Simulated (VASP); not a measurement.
Data:

```
NaH
1.0
    0.00000     2.41649     2.41649
    2.41649     0.00000     2.41649
    2.41649     2.41649     0.00000
Na H
1 1
Direct
  0.00000   0.00000   0.00000
  0.50000   0.50000   0.50000
```

Method: revTPSS meta-GGA, VASP's PBE PAW potentials (set 64) (plane waves; VASP). Run with 520 eV cut-off, 10×10×10 Γ-centred mesh, Gaussian smearing of 0.050 eV, potentials Na_pv H.

### Question
Predict the energy per atom (σ→0).

### Answer

- energy per atom (σ→0) = -3.498 eV/atom

The absolute energy has meaning only against runs of the same code, potentials and settings.

The compound is NaH in the rock salt structure. This cell is one point of a volume scan, at 1.03 of the reference volume.
